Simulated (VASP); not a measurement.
Data:

```
LaP
1.0
    4.08200     0.00000     0.00000
    0.00000     4.08200     0.00000
    0.00000     0.00000     4.08200
La P
1 1
Direct
  0.00000   0.00000   0.00000
  0.50000   0.50000   0.50000
```

Calculation: PBE GGA, VASP's PBE PAW potentials (set 64) (plane waves; VASP). Settings: 400 eV cut-off, 8×8×8 Γ-centred mesh, first-order Methfessel-Paxton smearing of 0.10 eV, potentials La P.

Energy and stress use the plane-wave basis of the starting cell.

Task: The ions, cell shape and volume are relaxed. Predict the relaxed structure.

Result: 
```
LaP
1.0
    3.64013     0.00000     0.00000
    0.00000     3.64013     0.00000
    0.00000     0.00000     3.64013
La P
1 1
Direct
  0.00000   0.00000   0.00000
  0.50000   0.50000   0.50000
```
Space group Pm-3m (221), at a tolerance of 0.03 Å.

Task: How do energy and volume change from the first to the last step?

Result: The energy (σ→0) changes by -525.1 meV/atom and the volume by -29.1 %, in 15 ionic steps.

| step | E(σ→0) (eV) | max force (eV/Å) | pressure (GPa) | volume (Å³) |
|---|---|---|---|---|
| 1 | -11.6397 | 0.000 | -12.69 | 68.02 |
| 2 | -12.6278 | 0.000 | 6.23 | 44.80 |
| 3 | -12.6900 | 0.000 | 0.10 | 48.14 |
| 4 | -12.6896 | 0.000 | -0.43 | 48.50 |
| 5 | -12.6896 | 0.000 | -0.41 | 48.49 |
| 6 | -12.6897 | 0.000 | -0.37 | 48.46 |
| 7 | -12.6897 | 0.000 | -0.36 | 48.45 |
| 8 | -12.6897 | 0.000 | -0.37 | 48.45 |
| 9 | -12.6897 | 0.000 | -0.37 | 48.45 |
| 10 | -12.6897 | 0.000 | -0.38 | 48.45 |
| 11 | -12.6898 | 0.000 | -0.33 | 48.43 |
| 12 | -12.6898 | 0.000 | -0.30 | 48.41 |
| 13 | -12.6899 | 0.000 | -0.25 | 48.37 |
| 14 | -12.6900 | 0.000 | -0.08 | 48.28 |
| 15 | -12.6900 | 0.000 | -0.04 | 48.23 |

The structure was generated: LaP was put into the CsCl type type (Pm-3m), which need not be its known phase. This run relaxes it. Symmetry was kept, so distortions that lower it aren't found.
